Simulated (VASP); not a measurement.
Output of a VASP run:

### OSZICAR
```
       N       E                     dE             d eps       ncg     rms          rms(c)
DAV:   1     0.399079944485E+03    0.39908E+03   -0.19211E+04  2464   0.137E+03
DAV:   2     0.213897787770E+02   -0.37769E+03   -0.36802E+03  2736   0.374E+02
DAV:   3    -0.189130224693E+02   -0.40303E+02   -0.39058E+02  3104   0.139E+02
DAV:   4    -0.204873756826E+02   -0.15744E+01   -0.15602E+01  2892   0.294E+01
DAV:   5    -0.205625090562E+02   -0.75133E-01   -0.75029E-01  3496   0.615E+00    0.796E+00
DAV:   6    -0.202966049328E+02    0.26590E+00   -0.63422E-01  2848   0.516E+00    0.597E+00
DAV:   7    -0.202981760766E+02   -0.15711E-02   -0.28472E-01  3240   0.244E+00    0.999E-01
DAV:   8    -0.202963883956E+02    0.17877E-02   -0.30204E-02  2812   0.113E+00    0.579E-01
DAV:   9    -0.202957781923E+02    0.61020E-03   -0.64436E-03  2980   0.455E-01    0.324E-01
DAV:  10    -0.202959116961E+02   -0.13350E-03   -0.10184E-03  2776   0.181E-01    0.981E-02
DAV:  11    -0.202959233773E+02   -0.11681E-04   -0.11986E-04  3108   0.716E-02    0.381E-02
DAV:  12    -0.202959266773E+02   -0.33000E-05   -0.28379E-05  3528   0.251E-02    0.288E-02
DAV:  13    -0.202959242831E+02    0.23941E-05   -0.52974E-06  2732   0.115E-02    0.716E-03
DAV:  14    -0.202959246194E+02   -0.33626E-06   -0.14868E-06  2516   0.593E-03    0.370E-03
DAV:  15    -0.202959246118E+02    0.75897E-08   -0.16284E-07  1976   0.240E-03
   1 F= -.20295925E+02 E0= -.20295925E+02  d E =0.000000E+00
```

**OUTCAR**
```
------------------------ aborting loop because EDIFF is reached ----------------------------------------
  FORCE on cell =-STRESS in cart. coord.  units (eV):
  Direction    XX          YY          ZZ          XY          YZ          ZX
  --------------------------------------------------------------------------------------
  Total       -0.0916816     -0.0591452     -0.0596488      0.0000000      0.0000000     -0.0040478
  in kB       -0.8740907     -0.5638887     -0.5686900      0.0000000      0.0000000     -0.0385914
  external PRESSURE =      -0.6688898 kB  Pullay stress =       0.0000000 kB
  volume of cell :      168.05
      direct lattice vectors                 reciprocal lattice vectors
    10.187722776 -2.190638209 -0.007084256     0.048990579 -0.228243987 -0.126697753
    10.187722776  2.190638209 -0.007084256     0.048990579  0.228243987 -0.126697753
     9.719293310  0.000000000  3.758186700     0.000184696  0.000000000  0.265608114
 POSITION                                       TOTAL-FORCE (eV/Angst)
 -----------------------------------------------------------------------------------
     12.02833      0.00000      1.49642         0.031681      0.000000      0.003941
     18.06640      0.00000      2.24760        -0.031681      0.000000     -0.003941
      0.00000      0.00000      0.00000        -0.000000      0.000000     -0.000000
      6.31833      0.00000      0.78605         0.006493      0.000000      0.000808
     23.77641      0.00000      2.95797        -0.006493      0.000000     -0.000808
 -----------------------------------------------------------------------------------
    total drift:                                0.000000     -0.000000     -0.000000
  FREE ENERGIE OF THE ION-ELECTRON SYSTEM (eV)
  ---------------------------------------------------
  free  energy   TOTEN  =       -20.2959246118 eV

  energy  without entropy=      -20.2959246118  energy(sigma->0) =      -20.29592461

 total charge

# of ion       s       p       d       tot
------------------------------------------
    1        1.591   1.141   9.947  12.679
    2        1.591   1.141   9.947  12.679
    3        1.387   1.966   0.024   3.377
    4        1.408   1.902   0.025   3.335
    5        1.408   1.902   0.025   3.335
--------------------------------------------------
tot          7.385   8.052  19.969  35.406

 Electric field gradients after diagonalization (V/A^2)
 (convention: |V_zz| > |V_xx| > |V_yy|)
----------------------------------------------------------------------
 ion       V_xx      V_yy      V_zz     asymmetry (V_yy - V_xx)/ V_zz
----------------------------------------------------------------------
   1     -11.640   -11.636    23.275       0.000
   2     -11.640   -11.636    23.275       0.000
   3     -42.211   -42.211    84.422       0.000
   4      -2.507    -2.506     5.013       0.000
   5      -2.507    -2.506     5.013       0.000
```
(Selected blocks of OUTCAR.)

File POSCAR:
```
Bi2Te3
1
   10.1877227763    -2.1906382095    -0.0070842561
   10.1877227763     2.1906382095    -0.0070842561
    9.7192933099     0.0000000000     3.7581866996
Bi Te
2 3
Direct
  0.3996822864   0.3996822864   0.3996822864
  0.6003177136   0.6003177136   0.6003177136
  1.0000000000   1.0000000000   1.0000000000
  0.2099478987   0.2099478987   0.2099478987
  0.7900521013   0.7900521013   0.7900521013
```

Question: Reconstruct the remaining input files.

Answer: This is not unique; one that fits is the input of the run itself, PBEsol GGA, plane waves, VASP's PBE PAW potentials (set 64).

File KPOINTS:
```
Regular mesh
0
G
  7 7 7
0 0 0
```

INCAR:
```
ALGO = Normal
EDIFF = 1E-7
ENCUT = 400
GGA = PS
ISIF = 2
ISMEAR = -5
LASPH = .TRUE.
LCHARG = .TRUE.
LEFG = .TRUE.
LMAXMIX = 4
LORBIT = 11
LREAL = .FALSE.
LWAVE = .FALSE.
NEDOS = 601
NELM = 100
PREC = Accurate
SYSTEM = Bi2Te3
```

POTCAR, in this order: Bi_d Te (PBE.64 set). Program: vasp_std.

Without a dispersion term in the relaxation, distances and binding between the weakly bound layers, chains or molecules are unreliable, and so is what depends on them.

The compound is Bi2Te3 in the tetradymite structure. It was relaxed first.
